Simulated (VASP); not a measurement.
## Ni(111) over its thickness

How many layers does a slab of Ni(111) need before surface energy, work function and relaxation settle?

Calculated with VASP 6.6.1; PBE, spin-polarised from a ferromagnetic start (one magnetic atom a cell); plane waves and PAW (Ni), in the first sound run; inputs show where later runs differ.

Most raw output is cut from this account.

## 1. Starting point

The structure is cubic, space group Fm-3m (No. 225). Conventional cell: a = 3.520 Å, b = 3.520 Å, c = 3.520 Å, α = 90.00°, β = 90.00°, γ = 90.00°. Nearest to Ni lie 12 Ni at 2.49 Å.

## 2. The bulk reference, job relaxation, k-mesh 19×19×19

The bulk crystal is relaxed first, so that the slabs are cut at this functional's lattice.

The input, INCAR:

```
SYSTEM = Ni
PREC = Accurate
ENCUT = 420
EDIFF = 1E-06
NELM = 120
ISMEAR = 1
SIGMA = 0.15
LREAL = .FALSE.
ALGO = Normal
GGA = PE
NBANDS = 12
ISPIN = 2
MAGMOM = 1
LASPH = .TRUE.
LMAXMIX = 4
LORBIT = 11
LWAVE = .FALSE.
LCHARG = .FALSE.
KPAR = 4
IBRION = 2
NSW = 30
ISIF = 3
EDIFFG = -0.01
POTIM = 0.4
```

The input, POSCAR:

```
Ni
1.0
    0.0000000000      1.7600000000      1.7600000000
    1.7600000000      0.0000000000      1.7600000000
    1.7600000000      1.7600000000      0.0000000000
Ni
1
Direct
    0.0000000000      0.0000000000      0.0000000000
```

The input, KPOINTS:

```
Automatic mesh
0
Gamma
19 19 19
0 0 0
```

PAW data sets: Ni (PBE family, release 64).

Command:

```bash
$ mpirun -np 4 vasp_std
```

It took 32 s on 4 MPI ranks of Intel Xeon Platinum 8488C (Sapphire Rapids), shared host; peak memory 0.57 GiB; 2.1 min of CPU time.

The cell holds one magnetic atom, so no antiferromagnetic order fits into it. The run keeps the 48 symmetry operations of its start, so it cannot find a distortion of lower symmetry.

Step by step:

```
step  energy less that of the first step (eV)  largest force (eV/Å)  pressure (GPa)  volume (Å³)
   1                                   0.0000                0.0000           -0.82        10.90
   2                                   0.0000                0.0000            0.69        10.83
   3                                  -0.0001                0.0000           -0.04        10.87
```

```
conventional cell, symmetrised  before  after  change
                         a (Å)   3.520  3.516  -0.1 %
                         b (Å)   3.520  3.516  -0.1 %
                         c (Å)   3.520  3.516  -0.1 %
              volume (Å³/atom)   10.90  10.87  -0.3 %
```

Final coordinates:

```xyz
1
Lattice="0.0000 1.7580 1.7580 1.7580 0.0000 1.7580 1.7580 1.7580 0.0000" Properties=species:S:1:pos:R:3 pbc="T T T"
Ni    0.0000    0.0000    0.0000
```

This step gave:

* electronic cycles: 24
* electrons: 10
* free energy (TOTEN): -5.469 eV
* energy at zero smearing: -5.469 eV
* Fermi energy: 9.408 eV
* moment of the cell, from the last line of the log: 0.641 μB
* metallic: yes

Spin moment in the PAW sphere by atom:

```
atom  spin moment in the PAW sphere (μB)
 Ni1                               0.653
```

The run ended after 3 ionic steps, 0.000 eV below its first step, once forces and stress met EDIFFG = -0.01.

Energy at zero smearing: -5.46901 eV.

## 3. The bulk reference, job self-consistent run, k-mesh 23×23×23

The input, INCAR:

```
SYSTEM = Ni
PREC = Normal
ENCUT = 320
EDIFF = 1E-06
NELM = 120
ISMEAR = 1
SIGMA = 0.15
LREAL = .FALSE.
ALGO = Fast
GGA = PE
NBANDS = 12
ISPIN = 2
MAGMOM = 1
LASPH = .TRUE.
LMAXMIX = 4
LORBIT = 11
LWAVE = .FALSE.
LCHARG = .FALSE.
KPAR = 4
```

The input, POSCAR:

```
Ni
1.0
    0.0000000000      1.7579873651      1.7579873651
    1.7579873651      0.0000000000      1.7579873651
    1.7579873651      1.7579873651      0.0000000000
Ni
1
Direct
    0.0000000000      0.0000000000      0.0000000000
```

The input, KPOINTS:

```
Automatic mesh
0
Gamma
23 23 23
0 0 0
```

Command:

```bash
$ mpirun -np 4 vasp_std
```

Elapsed: 11 s, on 4 MPI ranks; peak memory 0.54 GiB.

Numbers from this step:

| Item | Value |
| --- | --- |
| electronic cycles | 13 |
| free energy (TOTEN) | -5.481 eV |
| energy at zero smearing | -5.480 eV |
| Fermi energy | 9.409 eV |
| moment of the cell, from the last line of the log | 0.6143 μB |

Energy at zero smearing: -5.48040 eV.

The run ends at a pressure of 0.15 GPa.

## 4. Relaxing the slab, layers 4

This step: PBE, spin-polarised from a ferromagnetic start; plane waves and PAW (Ni) (VASP 6.6.1).

System of this step: Ni(111). The cell holds 4 atoms: 4 Ni. Its edges and angles: a = 2.486 Å, b = 2.486 Å, c = 21.090 Å, α = 90.0°, β = 90.0°, γ = 60.0°. It derives from Ni. 4 layers of fcc Ni, cut at this functional's lattice. Vacuum lies along c.

All atoms relax at the fixed cell.

Changes to INCAR since step 3:

```diff
@@ -10,5 +10,5 @@
 GGA = PE
-NBANDS = 12
+NBANDS = 31
 ISPIN = 2
-MAGMOM = 1
+MAGMOM = 1 1 1 1
 LASPH = .TRUE.
@@ -19 +19,7 @@
 KPAR = 4
+IBRION = 2
+NSW = 50
+ISIF = 2
+EDIFFG = -0.01
+POTIM = 0.4
+MAXMIX = 40
```

The input, POSCAR:

```
Ni
1.0
    2.4861695742      0.0000000000      0.0000000000
    1.2430847871      2.1530860094      0.0000000000
    0.0000000000      0.0000000000     21.0898468708
Ni
4
Direct
    0.0000000000      0.0000000000      0.3556213600
    0.3333333300      0.3333333300      0.4518737900
    0.6666666700      0.6666666700      0.5481262100
    0.0000000000      0.0000000000      0.6443786400
```

The input, KPOINTS:

```
Automatic mesh
0
Gamma
15 15 1
0 0 0
```

Command:

```bash
$ mpirun -np 4 vasp_std
```

Wall time 1.9 min (4 MPI ranks); peak memory 0.85 GiB; 7.6 min of CPU time.

The magnetic state follows from one typed start and may not be the lowest. The run keeps the 12 symmetry operations of its start, so it cannot find a distortion of lower symmetry.

Relaxation path:

```
step  energy less that of the first step (eV)  largest force (eV/Å)
   1                                   0.0000                0.1439
   2                                  -0.0018                0.0971
   3                                  -0.0025                0.0574
   4                                  -0.0025                0.0643
   5                                  -0.0030                0.0503
   6                                  -0.0037                0.0252
   7                                  -0.0037                0.0229
   8                                  -0.0039                0.0068
```

The atoms that moved most (Å):

```
atom     dx     dy      dz  length
 Ni1  0.000  0.000   0.027   0.027
 Ni4  0.000  0.000  -0.027   0.027
```

The relaxed structure:

```
Ni
1.0
     2.48617    0.00000    0.00000
     1.24308    2.15309    0.00000
     0.00000    0.00000   21.08985
Ni
4
Direct
  0.00000 0.00000 0.35691
  0.33333 0.33333 0.45196
  0.66667 0.66667 0.54804
  0.00000 0.00000 0.64309
```

This step gave:

| Item | Value |
| --- | --- |
| electronic cycles | 85 |
| electrons | 40 |
| free energy (TOTEN) | -20.64 eV |
| energy at zero smearing | -20.64 eV |
| Fermi energy | 0.5627 eV |
| moment of the cell, from the last line of the log | 2.791 μB |

Spin moment in the PAW sphere by atom:

```
atom  spin moment in the PAW sphere (μB)
 Ni1                               0.716
 Ni2                               0.708
 Ni3                               0.708
 Ni4                               0.716
```

The run ended after 8 ionic steps, 0.004 eV below its first step, once the forces on the free atoms met EDIFFG = -0.01.

## 5. The vacuum level, layers 4

A static run writes the electrostatic potential without exchange and correlation (LVHAR), which is flat in the vacuum and gives the level to count from. The dipole correction cancels the field that unlike faces would set up across the vacuum.

Changes to INCAR since step 4:

```diff
@@ -19,7 +19,6 @@
 KPAR = 4
-IBRION = 2
-NSW = 50
-ISIF = 2
-EDIFFG = -0.01
-POTIM = 0.4
-MAXMIX = 40
+IDIPOL = 3
+LDIPOL = .TRUE.
+DIPOL = 0.5 0.5 0.5
+LVHAR = .TRUE.
+LVACPOTAV = .TRUE.
```

The input, POSCAR:

```
Ni
1.0
    2.4861695742      0.0000000000      0.0000000000
    1.2430847871      2.1530860094      0.0000000000
    0.0000000000      0.0000000000     21.0898468708
Ni
4
Direct
    0.0000000000      0.0000000000      0.3569102080
    0.3333333300      0.3333333300      0.4519573454
    0.6666666700      0.6666666700      0.5480426546
    0.0000000000      0.0000000000      0.6430897920
```

KPOINTS is that of step 4.

Command:

```bash
$ mpirun -np 4 vasp_std
```

The job ended after 43 s (4 MPI ranks; peak memory 0.77 GiB).

Numbers from this step:

* electronic cycles: 32
* Fermi energy: 0.5628 eV
* dipole moment: 0, 0, 0 e·Å
* vacuum levels: 5.644, 5.644 eV
* work functions of the upper and lower face: 5.081, 5.081 eV

Zero at the Fermi level. The planar average of the electrostatic potential by height:

```
height (Å)  planar average of the electrostatic potential (eV)
       0.0                                                5.08
       0.5                                                5.08
       1.0                                                5.08
       1.5                                                5.08
       2.0                                                5.08
       2.5                                                5.08
       3.0                                                5.08
       3.5                                                5.08
       4.0                                                5.08
       4.5                                                5.06
       5.0                                                5.02
       5.5                                                4.84
       6.0                                                4.20
       6.5                                                1.89
       7.0                                               -7.34
       7.5                                               -20.5
       8.0                                               -9.25
       8.5                                              -0.455
       9.0                                               -7.50
       9.5                                               -20.7
      10.0                                               -9.60
      10.5                                              -0.437
      11.0                                               -6.65
      11.5                                               -20.5
      12.0                                               -10.6
      12.5                                              -0.542
      13.0                                               -6.39
      13.5                                               -20.4
      14.0                                               -10.4
      14.5                                                1.07
      15.0                                                3.97
      15.5                                                4.78
      16.0                                                5.00
      16.5                                                5.06
      17.0                                                5.08
      17.5                                                5.08
      18.0                                                5.08
      18.5                                                5.08
      19.0                                                5.08
      19.5                                                5.08
      20.0                                                5.08
      20.5                                                5.08
```

The vacuum level lies 5.08 eV above the Fermi level at the upper face; both faces agree, as the slab has next to no dipole.

The program found no field-free point at its default tolerance, and its printed vacuum level lies off the flat part of the planar average, by -0.01 eV at the upper face; the levels here are read from the flat part.

## 6. Relaxing the slab, layers 5

System of this step: Ni(111). The cell holds 5 atoms: 5 Ni. Cell: a = 2.486 Å, b = 2.486 Å, c = 23.120 Å, α = 90.0°, β = 90.0°, γ = 60.0°. It derives from Ni. 5 layers of fcc Ni, cut at this functional's lattice. Vacuum lies along c.

The input, INCAR:

```
SYSTEM = Ni
PREC = Normal
ENCUT = 320
EDIFF = 1E-06
NELM = 120
ISMEAR = 1
SIGMA = 0.15
LREAL = .FALSE.
ALGO = Fast
GGA = PE
NBANDS = 36
ISPIN = 2
MAGMOM = 1 1 1 1 1
LASPH = .TRUE.
LMAXMIX = 4
LORBIT = 11
LWAVE = .FALSE.
LCHARG = .FALSE.
KPAR = 4
IBRION = 2
NSW = 50
ISIF = 2
EDIFFG = -0.01
POTIM = 0.4
MAXMIX = 40
```

The input, POSCAR:

```
Ni
1.0
    2.4861695742      0.0000000000      0.0000000000
    1.2430847871      2.1530860094      0.0000000000
    0.0000000000      0.0000000000     23.1197958278
Ni
5
Direct
    0.6666666700      0.6666666700      0.3243973300
    0.0000000000      0.0000000000      0.4121986600
    0.3333333300      0.3333333300      0.5000000000
    0.6666666700      0.6666666700      0.5878013400
    0.0000000000      0.0000000000      0.6756026700
```

KPOINTS is that of step 5.

Command:

```bash
$ mpirun -np 4 vasp_std
```

Run time: 2.3 min. Hardware: 4 MPI ranks; peak memory 0.84 GiB; 9.1 min of CPU time.

The steps of the relaxation:

```
step  energy less that of the first step (eV)  largest force (eV/Å)
   1                                   0.0000                0.1406
   2                                  -0.0023                0.0834
   3                                  -0.0030                0.0271
   4                                  -0.0030                0.0283
   5                                  -0.0030                0.0335
   6                                  -0.0032                0.0282
   7                                  -0.0035                0.0180
   8                                  -0.0036                0.0057
```

The atoms that moved most (Å):

```
atom     dx     dy      dz  length
 Ni1  0.000  0.000   0.027   0.027
 Ni5  0.000  0.000  -0.027   0.027
```

Final coordinates:

```cif
data_structure
_symmetry_space_group_name_H-M 'P 1'
_symmetry_Int_Tables_number 1
_cell_length_a 2.4862
_cell_length_b 2.4862
_cell_length_c 23.1198
_cell_angle_alpha 90.000
_cell_angle_beta 90.000
_cell_angle_gamma 60.000
_cell_volume 123.76
loop_
_atom_site_label
_atom_site_type_symbol
_atom_site_fract_x
_atom_site_fract_y
_atom_site_fract_z
_atom_site_occupancy
Ni1 Ni 0.66667 0.66667 0.32555 1
Ni2 Ni 0.00000 0.00000 0.41217 1
Ni3 Ni 0.33333 0.33333 0.50000 1
Ni4 Ni 0.66667 0.66667 0.58783 1
Ni5 Ni 0.00000 0.00000 0.67445 1
```

Spin moment in the PAW sphere by atom:

```
atom  spin moment in the PAW sphere (μB)
 Ni1                               0.697
 Ni2                               0.694
 Ni3                               0.665
 Ni4                               0.694
 Ni5                               0.697
```

The run ended after 8 ionic steps, 0.004 eV below its first step, once the forces on the free atoms met EDIFFG = -0.01.

## 7. The vacuum level, layers 5

Changes to INCAR since step 6:

```diff
@@ -19,7 +19,6 @@
 KPAR = 4
-IBRION = 2
-NSW = 50
-ISIF = 2
-EDIFFG = -0.01
-POTIM = 0.4
-MAXMIX = 40
+IDIPOL = 3
+LDIPOL = .TRUE.
+DIPOL = 0.5 0.5 0.5
+LVHAR = .TRUE.
+LVACPOTAV = .TRUE.
```

The input, POSCAR:

```
Ni
1.0
    2.4861695742      0.0000000000      0.0000000000
    1.2430847871      2.1530860094      0.0000000000
    0.0000000000      0.0000000000     23.1197958278
Ni
5
Direct
    0.6666666700      0.6666666700      0.3255480819
    0.0000000000      0.0000000000      0.4121707199
    0.3333333300      0.3333333300      0.5000000000
    0.6666666700      0.6666666700      0.5878292801
    0.0000000000      0.0000000000      0.6744519181
```

KPOINTS is that of step 6.

Command:

```bash
$ mpirun -np 4 vasp_std
```

Run time: 57 s. Hardware: 4 MPI ranks; peak memory 0.84 GiB; 3.7 min of CPU time.

The vacuum level lies 5.03 eV above the Fermi level at the upper face; both faces agree, as the slab has next to no dipole.

The program found no field-free point at its default tolerance, and its printed vacuum level lies off the flat part of the planar average, by -0.01 eV at the upper face; the levels here are read from the flat part.

## 8. Relaxing the slab, layers 6

System of this step: Ni(111). The cell holds 6 atoms: 6 Ni. Its edges and angles: a = 2.486 Å, b = 2.486 Å, c = 25.150 Å, α = 90.0°, β = 90.0°, γ = 60.0°. It derives from Ni. 6 layers of fcc Ni, cut at this functional's lattice. Vacuum lies along c.

The input, INCAR:

```
SYSTEM = Ni
PREC = Normal
ENCUT = 320
EDIFF = 1E-06
NELM = 120
ISMEAR = 1
SIGMA = 0.15
LREAL = .FALSE.
ALGO = Fast
GGA = PE
NBANDS = 44
ISPIN = 2
MAGMOM = 1 1 1 1 1 1
LASPH = .TRUE.
LMAXMIX = 4
LORBIT = 11
LWAVE = .FALSE.
LCHARG = .FALSE.
KPAR = 4
IBRION = 2
NSW = 50
ISIF = 2
EDIFFG = -0.01
POTIM = 0.4
MAXMIX = 40
```

The input, POSCAR:

```
Ni
1.0
    2.4861695742      0.0000000000      0.0000000000
    1.2430847871      2.1530860094      0.0000000000
    0.0000000000      0.0000000000     25.1497447847
Ni
6
Direct
    0.3333333300      0.3333333300      0.2982137600
    0.6666666700      0.6666666700      0.3789282600
    0.0000000000      0.0000000000      0.4596427500
    0.3333333300      0.3333333300      0.5403572500
    0.6666666700      0.6666666700      0.6210717400
    0.0000000000      0.0000000000      0.7017862400
```

KPOINTS is that of step 7.

Command:

```bash
$ mpirun -np 4 vasp_std
```

It took 3.6 min on 4 MPI ranks; peak memory 0.92 GiB; 14 min of CPU time.

The steps of the relaxation:

```
step  energy less that of the first step (eV)  largest force (eV/Å)
   1                                   0.0000                0.1421
   2                                  -0.0025                0.0889
   3                                  -0.0038                0.0360
   4                                  -0.0038                0.0354
   5                                  -0.0039                0.0152
   6                                  -0.0040                0.0152
   7                                  -0.0040                0.0140
   8                                  -0.0040                0.0123
   9                                  -0.0040                0.0104
  10                                  -0.0041                0.0084
```

The atoms that moved most (Å):

```
atom     dx     dy      dz  length
 Ni1  0.000  0.000   0.018   0.018
 Ni6  0.000  0.000  -0.018   0.018
 Ni5  0.000  0.000   0.009   0.009
 Ni2  0.000  0.000  -0.009   0.009
 Ni4  0.000  0.000   0.005   0.005
 Ni3  0.000  0.000  -0.005   0.005
```

The relaxed structure:

```cif
data_structure
_symmetry_space_group_name_H-M 'P 1'
_symmetry_Int_Tables_number 1
_cell_length_a 2.4862
_cell_length_b 2.4862
_cell_length_c 25.1497
_cell_angle_alpha 90.000
_cell_angle_beta 90.000
_cell_angle_gamma 60.000
_cell_volume 134.62
loop_
_atom_site_label
_atom_site_type_symbol
_atom_site_fract_x
_atom_site_fract_y
_atom_site_fract_z
_atom_site_occupancy
Ni1 Ni 0.33333 0.33333 0.29893 1
Ni2 Ni 0.66667 0.66667 0.37859 1
Ni3 Ni 0.00000 0.00000 0.45943 1
Ni4 Ni 0.33333 0.33333 0.54057 1
Ni5 Ni 0.66667 0.66667 0.62141 1
Ni6 Ni 0.00000 0.00000 0.70107 1
```

Spin moment in the PAW sphere by atom:

```
atom  spin moment in the PAW sphere (μB)
 Ni1                               0.683
 Ni2                               0.688
 Ni3                               0.649
 Ni4                               0.649
 Ni5                               0.688
 Ni6                               0.683
```

The run ended after 10 ionic steps, 0.004 eV below its first step, once the forces on the free atoms met EDIFFG = -0.01.

## 9. The vacuum level, layers 6

Changes to INCAR since step 8:

```diff
@@ -19,7 +19,6 @@
 KPAR = 4
-IBRION = 2
-NSW = 50
-ISIF = 2
-EDIFFG = -0.01
-POTIM = 0.4
-MAXMIX = 40
+IDIPOL = 3
+LDIPOL = .TRUE.
+DIPOL = 0.5 0.5 0.5
+LVHAR = .TRUE.
+LVACPOTAV = .TRUE.
```

The input, POSCAR:

```
Ni
1.0
    2.4861695742      0.0000000000      0.0000000000
    1.2430847871      2.1530860094      0.0000000000
    0.0000000000      0.0000000000     25.1497447847
Ni
6
Direct
    0.3333333300      0.3333333300      0.2989305740
    0.6666666700      0.6666666700      0.3785873341
    0.0000000000      0.0000000000      0.4594326953
    0.3333333300      0.3333333300      0.5405673047
    0.6666666700      0.6666666700      0.6214126659
    0.0000000000      0.0000000000      0.7010694260
```

KPOINTS is that of step 8.

Command:

```bash
$ mpirun -np 4 vasp_std
```

Elapsed: 96 s, on 4 MPI ranks; peak memory 0.91 GiB.

The vacuum level lies 5.03 eV above the Fermi level at the upper face; both faces agree, as the slab has next to no dipole.

The program found no field-free point at its default tolerance, and its printed vacuum level lies off the flat part of the planar average, by -0.01 eV at the upper face; the levels here are read from the flat part.

[end of part 1 of 3]

[Lines on the potential files, build, host, timing and source positions are cut from VASP's logs without a mark.]

[Logs are printed without paths, hosts, clocks, repeated set-up lines and the standing remarks that a program may print on its own settings, such as how far it seeks lower states.]

[Hosts, paths, dates, database ids (printed as entryN), source tags and the programs' standing remarks are cut or masked in the printed files.]

[Runs that stopped without an error message from VASP are left out.]
